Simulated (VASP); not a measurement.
Input:

```
CELL_PARAMETERS angstrom
      9.45061     0.00000     0.00000
      0.00000     3.85820     0.00000
      0.00000     0.00000    23.57763
ATOMIC_POSITIONS crystal
  Ca 0.83333 0.25000 0.33467
  Ca 0.16667 0.75000 0.38190
  Ca 0.50000 0.25000 0.42914
  Ca 0.83333 0.75000 0.47638
  Ca 0.16667 0.25000 0.52362
  Ca 0.50000 0.75000 0.57086
  Ca 0.83333 0.25000 0.61810
  Ca 0.16667 0.75000 0.66533
```

Computed with PBEsol GGA, VASP's PBE PAW potentials (set 64) (plane waves; VASP). Numerical set-up: PREC = Normal, EDIFF = 1E-5, 400 eV cut-off, 3×7×1 Γ-centred mesh, first-order Methfessel-Paxton smearing of 0.10 eV, potentials Ca_sv.

Question: The ions are relaxed. Which structure does the run end with?

Answer: 
```
CELL_PARAMETERS angstrom
      9.45061     0.00000     0.00000
      0.00000     3.85820     0.00000
      0.00000     0.00000    23.57763
ATOMIC_POSITIONS crystal
  Ca 0.82706 0.25000 0.33965
  Ca 0.15992 0.75000 0.38310
  Ca 0.49995 0.25000 0.42993
  Ca 0.83276 0.75000 0.47642
  Ca 0.16724 0.25000 0.52358
  Ca 0.50005 0.75000 0.57007
  Ca 0.84008 0.25000 0.61690
  Ca 0.17294 0.75000 0.66035
```

Question: How much energy does the relaxation gain?

Answer: The energy (σ→0) changes by -3.3 meV/atom, in 10 ionic steps.

```
step  E(σ→0) (eV)  max force (eV/Å)  pressure (GPa)  volume (Å³)
----  -----------  ----------------  --------------  -----------
1        -14.4129             0.140           -0.19       859.69
2        -14.4169             0.130           -0.18       859.69
3        -14.4255             0.096           -0.16       859.69
4        -14.4281             0.092           -0.12       859.69
5        -14.4294             0.061           -0.14       859.69
6        -14.4314             0.054           -0.13       859.69
7        -14.4357             0.037           -0.11       859.69
8        -14.4367             0.078           -0.07       859.69
9        -14.4375             0.058           -0.09       859.69
10       -14.4390             0.024           -0.08       859.69
```

The cell is a thin slab with vacuum, built from Ca (fcc): (211) face.
